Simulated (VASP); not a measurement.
Given:

```yaml
crystal:
  lattice:
    - [1.26215, -2.18611, 0.00000]
    - [1.26215, 2.18611, 0.00000]
    - [0.00000, 0.00000, 9.03040]
  atoms:
    - { symbol: B, position: [0.33333, 0.66667, 0.25000] }
    - { symbol: B, position: [0.66667, 0.33333, 0.75000] }
    - { symbol: N, position: [0.66667, 0.33333, 0.25000] }
    - { symbol: N, position: [0.33333, 0.66667, 0.75000] }
```

These are RPBE GGA, VASP's PBE PAW potentials (set 64) (plane waves; VASP) values and carry that method's errors. Numerical set-up: 520 eV cut-off, 11×11×3 Γ-centred mesh, tetrahedra with Blöchl corrections, potentials B N.

The cores are frozen, which limits the accuracy of field gradients. Without a dispersion term in the relaxation, distances and binding between the weakly bound layers, chains or molecules are unreliable, and so is what depends on them.

**Question.** Give the principal components of the electric field gradient (V/Å²) and the asymmetry η at each nucleus.

**Answer.** 
```tsv
atom	Vxx	Vyy	Vzz	η
B1	-17.0	-17.0	34.0	0.00
B2	-17.0	-17.0	34.0	0.00
N3	0.6	0.6	-1.2	0.00
N4	0.6	0.6	-1.2	0.00
```

The compound is BN in the hex structure. It was relaxed first, which changed the volume by +38 %.
